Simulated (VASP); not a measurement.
The input files of a VASP run:

File POSCAR:
```
CuGaSe2
1
   -2.5192576725     2.5192576725     4.9913011957
    2.5192576725    -2.5192576725     4.9913011957
    2.5192576725     2.5192576725    -4.9913011957
Ga Cu Se
2 2 4
Direct
  0.5000000000   0.5000000000   0.0000000000
  0.2500000000   0.7500000000   0.5000000000
  0.0000000000   0.0000000000   0.0000000000
  0.7500000000   0.2500000000   0.5000000000
  0.8750000000   0.8851554793   0.5101554793
  0.1148445207   0.6250000000   0.9898445207
  0.3750000000   0.3648445207   0.4898445207
  0.6351554793   0.1250000000   0.0101554793
```

File KPOINTS:
```
Automatic mesh
0
Gamma
6 6 6
0 0 0
```

**INCAR**
```
! general
SYSTEM   =  CuGaSe2
PREC     =  Accurate
ENCUT    =  500
LREAL    =  .FALSE.
LASPH    =  .TRUE.

! electronic loop
EDIFF    =  1E-6
NELM     =  100
ALGO     =  Normal
LMAXMIX  =  4

! smearing
ISMEAR   =  0
SIGMA    =  0.05

! functional
GGA      =  PS

! ions
IBRION   =  2
NSW      =  40
ISIF     =  3
EDIFFG   =  -0.02
PSTRESS  =  450

! output
LWAVE    =  .FALSE.
LCHARG   =  .FALSE.
```

POTCAR, in this order: Ga_d Cu Se (PBE.64 set). Program: vasp_std.

### Question
Write an equivalent input for Quantum ESPRESSO's pw.x.

### Answer
One equivalent input (not run):
```
&CONTROL
  calculation = 'vc-relax'
  pseudo_dir = './pseudo'
  outdir = './out'
  tprnfor = .true.
  tstress = .true.
  nstep = 40
  forc_conv_thr = 0.00078
/
&SYSTEM
  ibrav = 0
  nat = 8
  ntyp = 3
  ecutwfc = 92
  occupations = 'smearing'
  smearing = 'gaussian'
  degauss = 0.003675
  input_dft = 'pbesol'
/
&ELECTRONS
  conv_thr = 7.3e-08
  electron_maxstep = 100
/
&IONS
/
&CELL
  press = 450
/
ATOMIC_SPECIES
  Ga 69.723 Ga.upf
  Cu 63.546 Cu.upf
  Se 78.971 Se.upf
CELL_PARAMETERS angstrom
    -2.5192577    2.5192577    4.9913012
     2.5192577   -2.5192577    4.9913012
     2.5192577    2.5192577   -4.9913012
ATOMIC_POSITIONS crystal
  Ga   0.5000000  0.5000000  0.0000000
  Ga   0.2500000  0.7500000  0.5000000
  Cu   0.0000000  0.0000000  0.0000000
  Cu   0.7500000  0.2500000  0.5000000
  Se   0.8750000  0.8851555  0.5101555
  Se   0.1148445  0.6250000  0.9898445
  Se   0.3750000  0.3648445  0.4898445
  Se   0.6351555  0.1250000  0.0101555
K_POINTS automatic
  6 6 6 0 0 0
```
The two are equivalent in intent, not identical: the potentials are each code's own (VASP's PAW set, PseudoDojo norm-conserving files in pw.x), so ENCUT and ecutwfc are chosen apart and not converted; conv_thr bounds pw.x's estimated SCF error, while EDIFF bounds the energy change between steps; forc_conv_thr acts on force components and is met together with etot_conv_thr.

The compound is CuGaSe2 in the chalcopyrite structure. It was relaxed first under an external pressure of 45 GPa.
